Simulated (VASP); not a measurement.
OSZICAR of a VASP run on Cd31ZnTe32:

### OSZICAR
```
       N       E                     dE             d eps       ncg     rms          rms(c)
DAV:   1     0.484666751498E+04    0.48467E+04   -0.24342E+05   692   0.128E+03
DAV:   2     0.290327581470E+03   -0.45563E+04   -0.43543E+04   764   0.355E+02
DAV:   3    -0.141879232655E+03   -0.43221E+03   -0.42610E+03   782   0.112E+02
DAV:   4    -0.154979949724E+03   -0.13101E+02   -0.13031E+02   768   0.179E+01
DAV:   5    -0.155332632114E+03   -0.35268E+00   -0.35253E+00   808   0.285E+00    0.311E+01
RMM:   6    -0.147750995292E+03    0.75816E+01   -0.17902E+01   692   0.644E+00    0.236E+01
RMM:   7    -0.147386188749E+03    0.36481E+00   -0.95026E+00   692   0.313E+00    0.603E+00
RMM:   8    -0.147315160166E+03    0.71029E-01   -0.65993E-01   692   0.144E+00    0.243E+00
RMM:   9    -0.147302111512E+03    0.13049E-01   -0.11163E-01   692   0.497E-01    0.860E-01
RMM:  10    -0.147303551502E+03   -0.14400E-02   -0.25036E-02   693   0.228E-01    0.298E-01
RMM:  11    -0.147303994356E+03   -0.44285E-03   -0.28710E-03   709   0.914E-02    0.118E-01
RMM:  12    -0.147304328702E+03   -0.33435E-03   -0.93289E-04   692   0.523E-02    0.399E-02
RMM:  13    -0.147304343583E+03   -0.14881E-04   -0.23897E-04   602   0.221E-02    0.432E-02
RMM:  14    -0.147304349643E+03   -0.60597E-05   -0.26594E-05   469   0.823E-03
   1 F= -.14730435E+03 E0= -.14730435E+03  d E =-.147304E+03
       N       E                     dE             d eps       ncg     rms          rms(c)
DAV:   1    -0.147354571211E+03   -0.50228E-01   -0.33593E+00   728   0.278E+00    0.620E-01
RMM:   2    -0.147361534815E+03   -0.69636E-02   -0.80050E-02   692   0.343E-01    0.173E-01
RMM:   3    -0.147362249845E+03   -0.71503E-03   -0.89922E-03   693   0.133E-01    0.122E-01
RMM:   4    -0.147362328172E+03   -0.78328E-04   -0.16946E-03   696   0.552E-02    0.814E-02
RMM:   5    -0.147362342513E+03   -0.14341E-04   -0.27299E-04   632   0.250E-02    0.214E-02
RMM:   6    -0.147362348153E+03   -0.56395E-05   -0.67200E-05   532   0.117E-02
   2 F= -.14736235E+03 E0= -.14736235E+03  d E =-.579985E-01
       N       E                     dE             d eps       ncg     rms          rms(c)
DAV:   1    -0.147396725451E+03   -0.34383E-01   -0.16270E+01   692   0.606E+00    0.146E+00
RMM:   2    -0.147430265457E+03   -0.33540E-01   -0.38675E-01   692   0.745E-01    0.379E-01
RMM:   3    -0.147433990624E+03   -0.37252E-02   -0.46223E-02   696   0.288E-01    0.310E-01
RMM:   4    -0.147434129396E+03   -0.13877E-03   -0.55515E-03   695   0.113E-01    0.195E-01
RMM:   5    -0.147434191353E+03   -0.61957E-04   -0.15156E-03   694   0.578E-02    0.318E-02
RMM:   6    -0.147434212948E+03   -0.21595E-04   -0.33012E-04   634   0.256E-02    0.197E-02
RMM:   7    -0.147434216168E+03   -0.32199E-05   -0.70246E-05   516   0.118E-02
   3 F= -.14743422E+03 E0= -.14743422E+03  d E =-.129867E+00
       N       E                     dE             d eps       ncg     rms          rms(c)
DAV:   1    -0.147434430469E+03   -0.21752E-03   -0.29122E+00   720   0.252E+00    0.609E-01
RMM:   2    -0.147440658639E+03   -0.62282E-02   -0.71513E-02   692   0.318E-01    0.169E-01
RMM:   3    -0.147441264691E+03   -0.60605E-03   -0.79537E-03   692   0.124E-01    0.113E-01
RMM:   4    -0.147441339091E+03   -0.74400E-04   -0.15465E-03   692   0.520E-02    0.853E-02
RMM:   5    -0.147441349084E+03   -0.99922E-05   -0.23815E-04   620   0.236E-02    0.273E-02
RMM:   6    -0.147441355242E+03   -0.61586E-05   -0.59572E-05   512   0.113E-02
   4 F= -.14744136E+03 E0= -.14744136E+03  d E =-.137006E+00
       N       E                     dE             d eps       ncg     rms          rms(c)
DAV:   1    -0.147450219632E+03   -0.88705E-02   -0.12592E+01   728   0.548E+00    0.550E-01
RMM:   2    -0.147456704071E+03   -0.64844E-02   -0.76305E-02   692   0.483E-01    0.143E-01
RMM:   3    -0.147457609360E+03   -0.90529E-03   -0.10504E-02   692   0.182E-01    0.115E-01
RMM:   4    -0.147457609931E+03   -0.57103E-06   -0.15981E-03   696   0.695E-02    0.825E-02
RMM:   5    -0.147457604781E+03    0.51500E-05   -0.46627E-04   694   0.360E-02    0.218E-02
RMM:   6    -0.147457609124E+03   -0.43433E-05   -0.75327E-05   568   0.132E-02
   5 F= -.14745761E+03 E0= -.14745761E+03  d E =-.162539E-01
       N       E                     dE             d eps       ncg     rms          rms(c)
DAV:   1    -0.147460193282E+03   -0.25885E-02   -0.58947E+00   712   0.374E+00    0.371E-01
RMM:   2    -0.147463230744E+03   -0.30375E-02   -0.35584E-02   692   0.328E-01    0.977E-02
RMM:   3    -0.147463653220E+03   -0.42248E-03   -0.48872E-03   692   0.124E-01    0.809E-02
RMM:   4    -0.147463651626E+03    0.15940E-05   -0.74284E-04   696   0.472E-02    0.569E-02
RMM:   5    -0.147463651245E+03    0.38074E-06   -0.21732E-04   686   0.245E-02    0.150E-02
RMM:   6    -0.147463653095E+03   -0.18502E-05   -0.37482E-05   473   0.923E-03
   6 F= -.14746365E+03 E0= -.14746365E+03  d E =-.222979E-01
       N       E                     dE             d eps       ncg     rms          rms(c)
DAV:   1    -0.147451444557E+03    0.12207E-01   -0.23585E+01   712   0.749E+00    0.758E-01
RMM:   2    -0.147463590272E+03   -0.12146E-01   -0.14262E-01   692   0.664E-01    0.200E-01
RMM:   3    -0.147465273470E+03   -0.16832E-02   -0.19582E-02   692   0.250E-01    0.159E-01
RMM:   4    -0.147465272636E+03    0.83385E-06   -0.29229E-03   695   0.956E-02    0.115E-01
RMM:   5    -0.147465264992E+03    0.76435E-05   -0.93984E-04   694   0.509E-02    0.304E-02
RMM:   6    -0.147465272893E+03   -0.79010E-05   -0.15217E-04   653   0.186E-02    0.209E-02
RMM:   7    -0.147465275252E+03   -0.23585E-05   -0.42215E-05   495   0.987E-03
   7 F= -.14746528E+03 E0= -.14746528E+03  d E =-.239200E-01
       N       E                     dE             d eps       ncg     rms          rms(c)
DAV:   1    -0.147463682872E+03    0.15900E-02   -0.44475E+00   712   0.328E+00    0.328E-01
RMM:   2    -0.147465953490E+03   -0.22706E-02   -0.26807E-02   692   0.287E-01    0.880E-02
RMM:   3    -0.147466266739E+03   -0.31325E-03   -0.36822E-03   692   0.108E-01    0.666E-02
RMM:   4    -0.147466265625E+03    0.11143E-05   -0.55683E-04   696   0.412E-02    0.478E-02
RMM:   5    -0.147466264307E+03    0.13181E-05   -0.16253E-04   684   0.211E-02    0.131E-02
RMM:   6    -0.147466265829E+03   -0.15228E-05   -0.25143E-05   445   0.774E-03
   8 F= -.14746627E+03 E0= -.14746627E+03  d E =-.249106E-01
       N       E                     dE             d eps       ncg     rms          rms(c)
DAV:   1    -0.147468412156E+03   -0.21478E-02   -0.35045E+00   712   0.293E+00    0.415E-01
RMM:   2    -0.147470907924E+03   -0.24958E-02   -0.29252E-02   692   0.291E-01    0.100E-01
RMM:   3    -0.147471260209E+03   -0.35229E-03   -0.39662E-03   692   0.111E-01    0.811E-02
RMM:   4    -0.147471275921E+03   -0.15712E-04   -0.60269E-04   695   0.430E-02    0.548E-02
RMM:   5    -0.147471281535E+03   -0.56134E-05   -0.17433E-04   682   0.221E-02    0.106E-02
RMM:   6    -0.147471283461E+03   -0.19262E-05   -0.36555E-05   471   0.893E-03
   9 F= -.14747128E+03 E0= -.14747128E+03  d E =-.501763E-02
       N       E                     dE             d eps       ncg     rms          rms(c)
DAV:   1    -0.147471282194E+03   -0.65930E-06   -0.13707E+00   728   0.184E+00    0.257E-01
RMM:   2    -0.147472268774E+03   -0.98658E-03   -0.11489E-02   692   0.183E-01    0.625E-02
RMM:   3    -0.147472407916E+03   -0.13914E-03   -0.15555E-03   692   0.699E-02    0.529E-02
RMM:   4    -0.147472414038E+03   -0.61223E-05   -0.23653E-04   688   0.270E-02    0.353E-02
RMM:   5    -0.147472416612E+03   -0.25737E-05   -0.69838E-05   577   0.141E-02
  10 F= -.14747242E+03 E0= -.14747242E+03  d E =-.615078E-02
```

Task: Which electronic solver shows in the log?

Result: It is blocked Davidson (ALGO = Normal, or the opening steps of other solvers) and then RMM-DIIS (ALGO = Fast or VeryFast). The INCAR had ALGO = Fast.

Task: Can the final energy be trusted as converged?

Result: The calculation finished and met its thresholds. It stopped with EDIFF = 1E-5, NELM = 100, NSW = 60 and EDIFFG = -0.03 after 10 ionic steps (PBE GGA, plane waves, VASP's PBE PAW potentials (set 64)). The cell is charged, with a uniform compensating background. The supercell is sampled at Γ alone, which is coarse: total energies, pressure and levels can be off, energies of defects by several tenths of an eV.

The cell is a supercell with a defect, built from CdTe (zinc blende): Zn_Cd, charge -2. The run is not spin-polarised, so no state with unpaired spins was tried.
